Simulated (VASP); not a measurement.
An input for Quantum ESPRESSO's pw.x (written as the equivalent of a VASP run, and not itself run):

```
&CONTROL
  calculation = 'vc-relax'
  pseudo_dir = './pseudo'
  outdir = './out'
  tprnfor = .true.
  tstress = .true.
  nstep = 60
  forc_conv_thr = 0.00039
/
&SYSTEM
  ibrav = 0
  nat = 2
  ntyp = 1
  ecutwfc = 62
  occupations = 'smearing'
  smearing = 'methfessel-paxton'
  degauss = 0.00735
  input_dft = 'pbesol'
/
&ELECTRONS
  conv_thr = 7.3e-08
  electron_maxstep = 100
/
&IONS
/
&CELL
/
ATOMIC_SPECIES
  Tl 204.380 Tl.upf
CELL_PARAMETERS angstrom
     3.4600000    0.0000000    0.0000000
    -1.7300000    2.9964480    0.0000000
     0.0000000    0.0000000    5.5200000
ATOMIC_POSITIONS crystal
  Tl   0.6666670  0.3333330  0.7500000
  Tl   0.3333330  0.6666670  0.2500000
K_POINTS automatic
  11 11 6 0 0 0
```

Translate this input to VASP (INCAR, KPOINTS, POSCAR, choice of POTCAR).

This is not unique; one that fits is 
File POSCAR:
```
Tl
1
    3.4600000000     0.0000000000     0.0000000000
   -1.7300000000     2.9964480000     0.0000000000
    0.0000000000     0.0000000000     5.5200000000
Tl
2
Direct
  0.6666670000   0.3333330000   0.7500000000
  0.3333330000   0.6666670000   0.2500000000
```

**KPOINTS**
```
Automatic
0
gamma
  11 11 6
```

### INCAR
```
SYSTEM  =  Tl
PREC  =  Accurate; ENCUT  =  480; LREAL  =  .FALSE.
LASPH  =  .TRUE.
EDIFF  =  1E-6; NELM  =  100; ALGO  =  Normal
LMAXMIX  =  4
ISMEAR  =  1; SIGMA  =  0.1
GGA  =  PS
IBRION  =  2; NSW  =  60; ISIF  =  3
EDIFFG  =  -0.01
LWAVE  =  .FALSE.; LCHARG  =  .FALSE.
```

POTCAR, in this order: Tl_d (PBE.64 set). Program: vasp_std.

Limits of the translation: the potentials are each code's own (VASP's PAW set, PseudoDojo norm-conserving files in pw.x), so ENCUT and ecutwfc are chosen apart and not converted; conv_thr bounds pw.x's estimated SCF error, while EDIFF bounds the energy change between steps; forc_conv_thr acts on force components and is met together with etot_conv_thr.

The compound is Tl in the hcp structure. This run relaxes it. Symmetry was kept, so distortions that lower it aren't found.
